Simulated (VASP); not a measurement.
Consider the following.

```
CELL_PARAMETERS angstrom
      2.79754     0.00000     0.00000
      0.00000     2.79754     0.00000
      0.00000     0.00000     4.02398
ATOMIC_POSITIONS crystal
  Ti 0.00000 0.00000 0.00000
  Al 0.50000 0.50000 0.50000
```

Calculation: PBEsol GGA, VASP's PBE PAW potentials (set 64) (plane waves; VASP). Numerical set-up: 480 eV cut-off, 12×12×8 Γ-centred mesh, first-order Methfessel-Paxton smearing of 0.10 eV, potentials Ti_sv Al.

**Question.** The ions, cell shape and volume at an external pressure of 2.0 GPa are relaxed. Predict the relaxed structure.

**Answer.** 
```
CELL_PARAMETERS angstrom
      2.78424     0.00000     0.00000
      0.00000     2.78424     0.00000
      0.00000     0.00000     4.00522
ATOMIC_POSITIONS crystal
  Ti 0.00000 0.00000 0.00000
  Al 0.50000 0.50000 0.50000
```
Space group P4/mmm (123), at a tolerance of 0.03 Å.

**Question.** How do energy and volume change from the first to the last step?

**Answer.** The energy (σ→0) changes by +1.5 meV/atom and the volume by -1.4 %, in 3 ionic steps.

```json
[
 {"step": "1", "E(σ→0) (eV)": "-13.2513", "max force (eV/Å)": "0.000", "pressure (GPa)": "0.22", "volume (Å³)": "31.49"},
 {"step": "2", "E(σ→0) (eV)": "-13.2424", "max force (eV/Å)": "0.000", "pressure (GPa)": "3.49", "volume (Å³)": "30.70"},
 {"step": "3", "E(σ→0) (eV)": "-13.2483", "max force (eV/Å)": "0.000", "pressure (GPa)": "2.00", "volume (Å³)": "31.05"}
]
```

The compound is TiAl in the L1_0 structure. This run relaxes it under an external pressure of 2 GPa. Symmetry was kept, so distortions that lower it aren't found. The electron count is odd and the run is not spin-polarised, which forces a metal.
